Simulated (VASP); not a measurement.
```yaml
crystal:
  lattice:
    - [1.68810, -5.34480, 0.00000]
    - [1.68810, 5.34480, 0.00000]
    - [0.00000, 0.00000, 4.46760]
  atoms:
    - { symbol: P, position: [0.10170, 0.89830, 0.91940] }
    - { symbol: P, position: [0.39830, 0.60170, 0.41940] }
    - { symbol: P, position: [0.60170, 0.39830, 0.58060] }
    - { symbol: P, position: [0.89830, 0.10170, 0.08060] }
```

Method: PBE GGA, VASP's PBE PAW potentials (set 64) (plane waves; VASP). Run with 400 eV cut-off, 4×4×3 Monkhorst-Pack mesh, Gaussian smearing of 0.050 eV, potentials P.

Task: Which forces act on the atoms, in eV/Å?

Result: 
| atom | Fx | Fy | Fz |
|---|---|---|---|
| P1 | 0.000 | 0.344 | -0.276 |
| P2 | 0.000 | -0.344 | -0.276 |
| P3 | 0.000 | 0.344 | 0.276 |
| P4 | 0.000 | -0.344 | 0.276 |

Task: Give the stress tensor in GPa (positive for a compressed cell).

Result: 
```
-1.97   0.00   0.00
 0.00  -2.12   0.00
 0.00   0.00  -2.39
```
The pressure is its mean diagonal, -2.16 GPa.

The compound is P in the black structure. The cell was not relaxed at this level. The k-mesh is coarse (spacing up to 0.49 per Å, 2π included), so the numbers may not be converged in it. The run is one of a series of settings (KPOINTS 4×4×3 Monkhorst-Pack mesh against the base run), some of them coarse on purpose.
